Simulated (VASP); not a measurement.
## Faces of rock-salt TaC

How far do face, termination and an added layer move the work function? Model: rock-salt TaC at a = 4.45 A.

Main program and level: VASP 6.6.1; PBEsol; plane waves and PAW (Ta_pv, C), in the first sound run; inputs show where later runs differ.

## Step 1: Set-up

The cell holds 11 atoms: 6 Ta and 5 C. Cell: a = 3.147 Å, b = 3.147 Å, c = 28.846 Å, α = 90.0°, β = 90.0°, γ = 120.0°. It derives from TaC. Vacuum lies along c.

Coordinates:

```xyz
11
Lattice="3.1466 0.0000 0.0000 -1.5733 2.7251 0.0000 0.0000 0.0000 28.8460" Properties=species:S:1:pos:R:3
Ta    0.0000    0.0000    8.0000
Ta    1.5733    0.9084   10.5692
Ta    0.0000    1.8167   13.1384
Ta    0.0000    0.0000   15.7076
Ta    1.5733    0.9084   18.2768
Ta    0.0000    1.8167   20.8460
C     0.0000    1.8167    9.2846
C     0.0000    0.0000   11.8538
C     1.5733    0.9084   14.4230
C     0.0000    1.8167   16.9922
C     0.0000    0.0000   19.5614
```

## Step 2: Relax the state, PBEsol

State “TaC(111), Ta ends”: the free atoms relax.

Level: PBEsol; plane waves and PAW (Ta_pv, C).

Input file INCAR:

```
SYSTEM = Ta6C5
PREC = Normal
ENCUT = 400
EDIFF = 1E-05
NELM = 120
ISMEAR = 1
SIGMA = 0.1
LREAL = Auto
ALGO = Fast
GGA = PS
NBANDS = 54
LASPH = .TRUE.
LORBIT = 11
LWAVE = .FALSE.
LCHARG = .FALSE.
KPAR = 2
IBRION = 2
NSW = 80
ISIF = 2
EDIFFG = -0.04
POTIM = 0.4
MAXMIX = 40
IDIPOL = 3
LDIPOL = .TRUE.
DIPOL = 0.5 0.5 0.5
ISYM = 2
```

Input file POSCAR:

```
Ta6C5
1.0
    3.1466251760      0.0000000000      0.0000000000
   -1.5733125880      2.7250573390      0.0000000000
    0.0000000000      0.0000000000     28.8460434890
Ta C
6 5
Direct
    0.0000000000      0.0000000000      0.2773343940
    0.6666666670      0.3333333330      0.3664006370
    0.3333333330      0.6666666670      0.4554668790
    0.0000000000      0.0000000000      0.5445331210
    0.6666666670      0.3333333330      0.6335993630
    0.3333333330      0.6666666670      0.7226656060
    0.3333333330      0.6666666670      0.3218675150
    0.0000000000      0.0000000000      0.4109337580
    0.6666666670      0.3333333330      0.5000000000
    0.3333333330      0.6666666670      0.5890662420
    0.0000000000      0.0000000000      0.6781324850
```

Input file KPOINTS:

```
Automatic mesh
0
Gamma
12 12 1
0 0 0
```

Potentials, in the order of the species: Ta_pv and C (PBE family, release 64).

On the command line:

```console
mpirun -np 2 vasp_std
```

The program printed:

```text
[banner, memory and clock lines left out]
running    2 mpi-ranks, on    1 nodes
[...]
|                                                                             |
|               ----> ADVICE to this user running VASP <----                  |
|                                                                             |
|     You enforced a specific xc type in the INCAR file but a different       |
|     [... a line on the potential file left out ...]
|     I HOPE YOU KNOW WHAT YOU ARE DOING!                                     |
|                                                                             |

 LDA part: xc-table for (Slater+PW92), standard interpolation
 POSCAR, INCAR and KPOINTS ok, starting setup
[...]
entering main loop
       N       E                     dE             d eps       ncg     rms          rms(c)
DAV:   1     0.682625878927E+03    0.68263E+03   -0.42693E+04  2420   0.124E+03
DAV:   2    -0.100390726442E+03   -0.78302E+03   -0.76714E+03  2410   0.383E+02
DAV:   3    -0.144500440753E+03   -0.44110E+02   -0.43305E+02  2664   0.828E+01
DAV:   4    -0.146321849478E+03   -0.18214E+01   -0.18034E+01  2728   0.161E+01
[...]
RMM:  22    -0.127565371466E+03   -0.19076E-04   -0.94021E-06   872   0.439E-03    0.147E-03
RMM:  23    -0.127565389113E+03   -0.17647E-04   -0.42379E-06   574   0.355E-03    0.957E-04
RMM:  24    -0.127565396931E+03   -0.78179E-05   -0.30635E-06   548   0.313E-03
   1 F= -.12756540E+03 E0= -.12756525E+03  d E =-.127565E+03
[... from here on, the cycles between the ionic steps are left out ...]
   2 F= -.12791175E+03 E0= -.12791072E+03  d E =-.346354E+00
   3 F= -.12791243E+03 E0= -.12791139E+03  d E =-.347035E+00
   4 F= -.12792128E+03 E0= -.12792010E+03  d E =-.884822E-02
   5 F= -.12792192E+03 E0= -.12792075E+03  d E =-.949098E-02
   6 F= -.12792238E+03 E0= -.12792120E+03  d E =-.454267E-03
   7 F= -.12792275E+03 E0= -.12792157E+03  d E =-.827238E-03
   8 F= -.12792307E+03 E0= -.12792188E+03  d E =-.318769E-03
   9 F= -.12792352E+03 E0= -.12792231E+03  d E =-.774002E-03
  10 F= -.12792387E+03 E0= -.12792266E+03  d E =-.347195E-03
  11 F= -.12792408E+03 E0= -.12792287E+03  d E =-.551120E-03
[...]
reached required accuracy - stopping structural energy minimisation
```

It took 8.6 min on 2 MPI ranks of AMD EPYC 7R13 (Zen 3), shared host; peak memory 0.49 GiB.

The logs omit lines about the potential files and the build; timing stands in the text.

Parts of OUTCAR (step 2):

```text
  Total       -6.3399075     -6.3399075     -0.7626974     -0.0000000      0.0000000      0.0000000
  in kB      -41.0663959    -41.0663959     -4.9403300     -0.0000000      0.0000000      0.0000000
  external PRESSURE =     -29.0243739 kB  Pullay stress =       0.0000000 kB

 POSITION                                       TOTAL-FORCE (eV/Angst)
 -----------------------------------------------------------------------------------
     -1.57331      2.72506      8.11346         0.000000      0.000000     -0.007955
      1.57331      0.90835     10.54509        -0.000000      0.000000      0.004550
     -0.00000      1.81670     13.16358        -0.000000      0.000000      0.001892
     -1.57331      2.72506     15.68246         0.000000      0.000000     -0.001892
      1.57331      0.90835     18.30095         0.000000      0.000000     -0.004550
     -0.00000      1.81670     20.73258         0.000000      0.000000      0.007955
     -0.00000      1.81670      9.24529         0.000000      0.000000      0.003752
      3.14663      0.00000     11.85009         0.000000     -0.000000     -0.001077
      1.57331      0.90835     14.42302         0.000000      0.000000     -0.000000
     -0.00000      1.81670     16.99595        -0.000000     -0.000000      0.001077
     -0.00000      0.00000     19.60075        -0.000000      0.000000     -0.003752
 -----------------------------------------------------------------------------------
    total drift:                               -0.000000      0.000002      0.000532

  FREE ENERGIE OF THE ION-ELECTRON SYSTEM (eV)
  ---------------------------------------------------
  free  energy   TOTEN  =      -127.9240753059 eV

  energy  without entropy=     -127.9204651426  energy(sigma->0) =     -127.92287192

 reached required accuracy - stopping structural energy minimisation

[... 3 further parts left out ...]
[key lines of the parts left out:]
E-fermi :   1.7979
```

Numbers from this step:

- energy(sigma→0) of the program: -127.9229 eV
- ionic steps: 11

## Step 3: Potential of the state, PBEsol

State “TaC(111), Ta ends”: a tighter run that also writes the potential.

Level: PBEsol; plane waves and PAW (Ta_pv, C).

Input file INCAR:

```
SYSTEM = Ta6C5
PREC = Normal
ENCUT = 400
EDIFF = 1E-06
NELM = 120
ISMEAR = 1
SIGMA = 0.1
LREAL = Auto
ALGO = Fast
GGA = PS
NBANDS = 54
LASPH = .TRUE.
LORBIT = 11
LWAVE = .FALSE.
LCHARG = .FALSE.
KPAR = 2
IDIPOL = 3
LDIPOL = .TRUE.
DIPOL = 0.5 0.5 0.5
LVHAR = .TRUE.
LVACPOTAV = .TRUE.
NEDOS = 1500
```

Input file POSCAR:

```
Ta6C5
1.0
    3.1466251760      0.0000000000      0.0000000000
   -1.5733125880      2.7250573390      0.0000000000
    0.0000000000      0.0000000000     28.8460434890
Ta C
6 5
Direct
    0.0000000000      0.0000000000      0.2812676995
    0.6666666670      0.3333333330      0.3655646734
    0.3333333330      0.6666666670      0.4563392920
    0.0000000000      0.0000000000      0.5436607080
    0.6666666670      0.3333333330      0.6344353266
    0.3333333330      0.6666666670      0.7187323005
    0.3333333330      0.6666666670      0.3205046031
    0.0000000000      0.0000000000      0.4108046722
    0.6666666670      0.3333333330      0.5000000000
    0.3333333330      0.6666666670      0.5891953278
    0.0000000000      0.0000000000      0.6794953969
```

KPOINTS is that of step 2.

On the command line:

```console
mpirun -np 2 vasp_std
```

The program printed:

```text
[banner, memory and clock lines left out]
running    2 mpi-ranks, on    1 nodes
[...]
[... a notice as in an earlier step ...]

 LDA part: xc-table for (Slater+PW92), standard interpolation
 POSCAR, INCAR and KPOINTS ok, starting setup
[...]
entering main loop
       N       E                     dE             d eps       ncg     rms          rms(c)
DAV:   1     0.684874148342E+03    0.68487E+03   -0.42825E+04  2436   0.124E+03
DAV:   2    -0.100535954098E+03   -0.78541E+03   -0.76922E+03  2416   0.383E+02
DAV:   3    -0.144769698950E+03   -0.44234E+02   -0.43459E+02  2664   0.832E+01
DAV:   4    -0.146567292158E+03   -0.17976E+01   -0.17799E+01  2736   0.159E+01
[...]
RMM:  15    -0.127923611197E+03    0.46160E-04   -0.41825E-03  2698   0.152E-01    0.649E-02
RMM:  16    -0.127923860024E+03   -0.24883E-03   -0.17560E-03  2850   0.898E-02    0.399E-02
RMM:  17    -0.127923886333E+03   -0.26309E-04   -0.54857E-04  2764   0.438E-02    0.166E-02
WARNING in EDDRMM: call to ZHEGV failed, returncode =   8  4     54
RMM:  18    -0.127923966056E+03   -0.79723E-04   -0.33586E-04  2598   0.389E-02    0.180E-02
RMM:  19    -0.127924020595E+03   -0.54539E-04   -0.12116E-04  2380   0.218E-02    0.571E-03
RMM:  20    -0.127924054603E+03   -0.34008E-04   -0.51230E-05  2367   0.117E-02    0.382E-03
RMM:  21    -0.127924081967E+03   -0.27364E-04   -0.15991E-05  2007   0.656E-03    0.242E-03
[...]
RMM:  25    -0.127924136687E+03   -0.52672E-05   -0.96235E-07  1339   0.158E-03    0.887E-04
RMM:  26    -0.127924139617E+03   -0.29292E-05   -0.46902E-07  1372   0.148E-03    0.743E-04
RMM:  27    -0.127924140528E+03   -0.91121E-06   -0.17092E-07   961   0.976E-04
|                                                                             |
|           W    W    AA    RRRRR   N    N  II  N    N   GGGG   !!!           |
|           W    W   A  A   R    R  NN   N  II  NN   N  G    G  !!!           |
|           W    W  A    A  R    R  N N  N  II  N N  N  G       !!!           |
|           W WW W  AAAAAA  RRRRR   N  N N  II  N  N N  G  GGG   !            |
|           WW  WW  A    A  R   R   N   NN  II  N   NN  G    G                |
|           W    W  A    A  R    R  N    N  II  N    N   GGGG   !!!           |
|                                                                             |
|     Did not find any points to average over, which means that no vacuum     |
|     field-free region was found. Please increase the size of  your cell     |
|     in the dimension of the dipole correction to obtain accurate            |
|     workfunction values.                                                    |
|                                                                             |

   1 F= -.12792414E+03 E0= -.12792294E+03  d E =-.360487E-02
```

Wall time 2.4 min (2 MPI ranks); peak memory 0.45 GiB.

From OUTCAR (step 3):

```text
  LATTYP: Found a hexagonal cell.
 ALAT       =     3.1466251760
 C/A-ratio  =     9.1672957138

 Subroutine GETGRP returns: Found 12 space group operations
 (whereof  6 operations were pure point group operations)

The static configuration has the point symmetry C_3v.
 The point group associated with its full space group is D_3d.

 Found     19 irreducible k-points:

   dimension x,y,z NGX =    16 NGY =   16 NGZ =  144
   dimension x,y,z NGXF=    32 NGYF=   32 NGZF=  288

   ENCUT  =  400.0 eV  29.40 Ry    5.42 a.u.   5.13  5.13 47.04*2*pi/ulx,y,z

   NELECT =      86.0000    total number of electrons

 dipolmoment           0.000000      0.000000      0.000005 electrons x Angstroem

 E-fermi :   1.8009

 k-point     1 :       0.0000    0.0000    0.0000
  band No.  band energies     occupation
    ...
     41       0.7133      2.00000
     42       1.0935      2.00000
     43       1.1526      2.00000
     44       1.4970      2.00015
     45       1.4970      2.00015
     46       2.0560     -0.00184
     47       2.0560     -0.00184
     48       2.2716     -0.00000
     49       2.8241     -0.00000
     50       2.8241     -0.00000
    ...

 k-point     2 :       0.0833    0.0000    0.0000
  band No.  band energies     occupation
    ...
     41       0.9846      2.00000
     42       1.0043      2.00000
     43       1.1101      2.00000
     44       1.4806      2.00006
     45       1.6026      2.01689
     46       2.0251     -0.00677
     47       2.2546     -0.00000
     48       2.2765     -0.00000
     49       2.8730     -0.00000
     50       2.9127     -0.00000
    ...

  Total       -6.3573828     -6.3573828     -0.8334285      0.0000000     -0.0000000      0.0000000
  in kB      -41.1795914    -41.1795914     -5.3984868      0.0000000     -0.0000000      0.0000000
  external PRESSURE =     -29.2525565 kB  Pullay stress =       0.0000000 kB

 POSITION                                       TOTAL-FORCE (eV/Angst)
 -----------------------------------------------------------------------------------
      0.00000      0.00000      8.11346        -0.000000      0.000000     -0.003240
      1.57331      0.90835     10.54509        -0.000000      0.000000      0.009138
     -0.00000      1.81670     13.16358        -0.000000      0.000000      0.000965
      0.00000      0.00000     15.68246         0.000000      0.000000     -0.000965
      1.57331      0.90835     18.30095         0.000000      0.000000     -0.009138
     -0.00000      1.81670     20.73258         0.000000      0.000000      0.003240
     -0.00000      1.81670      9.24529         0.000000      0.000000      0.004159
      0.00000      0.00000     11.85009         0.000000     -0.000000      0.000905
      1.57331      0.90835     14.42302         0.000000      0.000000      0.000000
     -0.00000      1.81670     16.99595        -0.000000      0.000000     -0.000905
      0.00000      0.00000     19.60075         0.000000     -0.000000     -0.004159
 -----------------------------------------------------------------------------------
    total drift:                               -0.000000      0.000002      0.000616

  FREE ENERGIE OF THE ION-ELECTRON SYSTEM (eV)
  ---------------------------------------------------
  free  energy   TOTEN  =      -127.9241405279 eV

  energy  without entropy=     -127.9205356577  energy(sigma->0) =     -127.92293890

 vacuum level on the upper side and lower side of the slab         6.579         6.578

 total charge
# of ion       s       p       d       tot
------------------------------------------
    1        0.322   6.198   2.378   8.898
    2        0.298   6.269   2.425   8.992
    3        0.303   6.277   2.401   8.981
    4        0.303   6.277   2.401   8.981
    5        0.298   6.269   2.425   8.992
    6        0.322   6.198   2.378   8.898
    7        0.874   1.573   0.000   2.447
    8        0.856   1.574   0.000   2.430
    9        0.866   1.585   0.000   2.451
   10        0.856   1.574   0.000   2.430
   11        0.874   1.573   0.000   2.447
--------------------------------------------------
tot          6.171  45.367  14.408  65.946

[... 2 parts as in an earlier step ...]

[... 7 further parts left out ...]
```

Read from the output:

| Property | Result |
| --- | --- |
| energy(sigma→0) of the program | -127.9229 eV |
| work function, upper and lower side | 4.78, 4.78 eV |

VASP warns that it found no field-free region by its own threshold; the planar potential, read 60 % of the way from the top atom to the cell's edge, stands at 4.78 eV above the Fermi level.

## Step 4: Relax the state, PBEsol

State “TaC(111), Ta ends, one layer of H on top”: the free atoms relax.

Level: PBEsol; plane waves and PAW (Ta_pv, C, H).

System, named by how it was started: H on TaC(111). The cell holds 12 atoms: 6 Ta, 5 C and 1 H. Cell: a = 3.147 Å, b = 3.147 Å, c = 29.846 Å, α = 90.0°, β = 90.0°, γ = 120.0°. It derives from TaC. Vacuum lies along c.

Input file INCAR:

```
SYSTEM = Ta6HC5
PREC = Normal
ENCUT = 400
EDIFF = 1E-05
NELM = 120
ISMEAR = 1
SIGMA = 0.1
LREAL = Auto
ALGO = Fast
GGA = PS
NBANDS = 55
LASPH = .TRUE.
LORBIT = 11
LWAVE = .FALSE.
LCHARG = .FALSE.
KPAR = 2
IBRION = 2
NSW = 80
ISIF = 2
EDIFFG = -0.04
POTIM = 0.4
MAXMIX = 40
IDIPOL = 3
LDIPOL = .TRUE.
DIPOL = 0.5 0.5 0.504
ISYM = 2
```

Input file POSCAR:

```
Ta6HC5
1.0
    3.1466251760      0.0000000000      0.0000000000
   -1.5733125880      2.7250573390      0.0000000000
    0.0000000000      0.0000000000     29.8460434890
Ta C H
6 5 1
Direct
    0.0000000000      0.0000000000      0.2680422280
    0.6666666670      0.3333333330      0.3541242810
    0.3333333330      0.6666666670      0.4402063340
    0.0000000000      0.0000000000      0.5262883870
    0.6666666670      0.3333333330      0.6123704400
    0.3333333330      0.6666666670      0.6984524930
    0.3333333330      0.6666666670      0.3110832550
    0.0000000000      0.0000000000      0.3971653080
    0.6666666670      0.3333333330      0.4832473610
    0.3333333330      0.6666666670      0.5693294140
    0.0000000000      0.0000000000      0.6554114670
    0.6666666670      0.3333333330      0.7319577720
```

KPOINTS is that of step 3.

The projector-augmented-wave data sets are Ta_pv, C and H (PBE family, release 64).

On the command line:

```console
mpirun -np 2 vasp_std
```

The program printed:

```text
[banner, memory and clock lines left out]
running    2 mpi-ranks, on    1 nodes
[...]
[... a notice as in an earlier step ...]

 LDA part: xc-table for (Slater+PW92), standard interpolation
 POSCAR, INCAR and KPOINTS ok, starting setup
[...]
entering main loop
       N       E                     dE             d eps       ncg     rms          rms(c)
DAV:   1     0.680339054399E+03    0.68034E+03   -0.42849E+04  2474   0.122E+03
DAV:   2    -0.104296558913E+03   -0.78464E+03   -0.76806E+03  2461   0.378E+02
DAV:   3    -0.148899600052E+03   -0.44603E+02   -0.43770E+02  2684   0.823E+01
DAV:   4    -0.150731514138E+03   -0.18319E+01   -0.18062E+01  2748   0.157E+01
[...]
RMM:  26    -0.131942385216E+03   -0.24517E-04   -0.21966E-05  1109   0.714E-03    0.521E-03
RMM:  27    -0.131942402225E+03   -0.17009E-04   -0.10316E-05   986   0.516E-03    0.564E-03
RMM:  28    -0.131942408596E+03   -0.63706E-05   -0.68320E-06   671   0.338E-03
   1 F= -.13194241E+03 E0= -.13193963E+03  d E =-.131942E+03
[... from here on, the cycles between the ionic steps are left out ...]
   2 F= -.13223657E+03 E0= -.13223409E+03  d E =-.294165E+00
   3 F= -.13224033E+03 E0= -.13223800E+03  d E =-.297922E+00
   4 F= -.13224762E+03 E0= -.13224538E+03  d E =-.728516E-02
   5 F= -.13224846E+03 E0= -.13224631E+03  d E =-.813340E-02
   6 F= -.13224848E+03 E0= -.13224632E+03  d E =-.815439E-02
   7 F= -.13225074E+03 E0= -.13224850E+03  d E =-.225742E-02
   8 F= -.13225218E+03 E0= -.13224984E+03  d E =-.369266E-02
   9 F= -.13225383E+03 E0= -.13225148E+03  d E =-.164853E-02
  10 F= -.13225518E+03 E0= -.13225273E+03  d E =-.300370E-02
  11 F= -.13225522E+03 E0= -.13225276E+03  d E =-.304682E-02
  12 F= -.13225627E+03 E0= -.13225384E+03  d E =-.104156E-02
  13 F= -.13225637E+03 E0= -.13225396E+03  d E =-.114431E-02
  14 F= -.13225668E+03 E0= -.13225424E+03  d E =-.315282E-03
  15 F= -.13225688E+03 E0= -.13225442E+03  d E =-.512546E-03
  16 F= -.13225688E+03 E0= -.13225443E+03  d E =-.515196E-03
  17 F= -.13225689E+03 E0= -.13225444E+03  d E =-.525449E-03
  18 F= -.13225719E+03 E0= -.13225477E+03  d E =-.295407E-03
 trial-energy change:   -0.000295  1 .order   -0.000266   -0.000476   -0.000057
 step:   1.7727(harm=  1.7727)  dis= 0.00352  next Energy=  -132.257164 (dE=-0.270E-03)
 reached required accuracy - stopping structural energy minimisation
```

Run time: 10 min. Hardware: 2 MPI ranks; peak memory 0.52 GiB.

From OUTCAR (step 4):

```text
  Total       -6.1282064     -6.1282064     -1.0973660      0.0000000      0.0000000      0.0000000
  in kB      -38.3651182    -38.3651183     -6.8699671      0.0000000      0.0000000      0.0000000
  external PRESSURE =     -27.8667345 kB  Pullay stress =       0.0000000 kB

 POSITION                                       TOTAL-FORCE (eV/Angst)
 -----------------------------------------------------------------------------------
      0.00000      0.00000      8.12174        -0.000000     -0.000000      0.002138
      1.57331      0.90835     10.55471        -0.000000     -0.000000      0.009588
     -0.00000      1.81670     13.17593        -0.000000     -0.000000     -0.012837
      0.00000      0.00000     15.68983        -0.000000     -0.000000     -0.010119
      1.57331      0.90835     18.31171        -0.000000     -0.000000      0.001173
     -0.00000      1.81670     20.74867        -0.000000     -0.000000      0.012020
     -0.00000      1.81670      9.24691         0.000000     -0.000000      0.026123
     -0.00000      0.00000     11.85910        -0.000000     -0.000000      0.012866
      1.57331      0.90835     14.43107        -0.000000      0.000000     -0.020245
     -0.00000      1.81670     17.01325         0.000000     -0.000000     -0.024527
      0.00000      0.00000     19.58748        -0.000000      0.000000      0.004427
      1.57331      0.90835     21.75889        -0.000000     -0.000000     -0.000608
 -----------------------------------------------------------------------------------
    total drift:                               -0.000008      0.000005      0.019448

  FREE ENERGIE OF THE ION-ELECTRON SYSTEM (eV)
  ---------------------------------------------------
  free  energy   TOTEN  =      -132.2571895081 eV

  energy  without entropy=     -132.2499303860  energy(sigma->0) =     -132.25476980

[... 1 part as in an earlier step ...]

[... 3 further parts left out ...]
[key lines of the parts left out:]
E-fermi :   1.8452
```

Numbers from this step:

```
energy(sigma→0) of the program : -132.2548 eV
ionic steps                    : 18
```

[end of part 1 of 2]

[Lines on the potential files, build, host, timing and source positions are cut from VASP's logs without a mark.]

[Logs are printed without paths, hosts, clocks, repeated set-up lines and the standing remarks that a program may print on its own settings, such as how far it seeks lower states.]

[Hosts, paths, dates, database ids (printed as entryN), source tags and the programs' standing remarks are cut or masked in the printed files.]
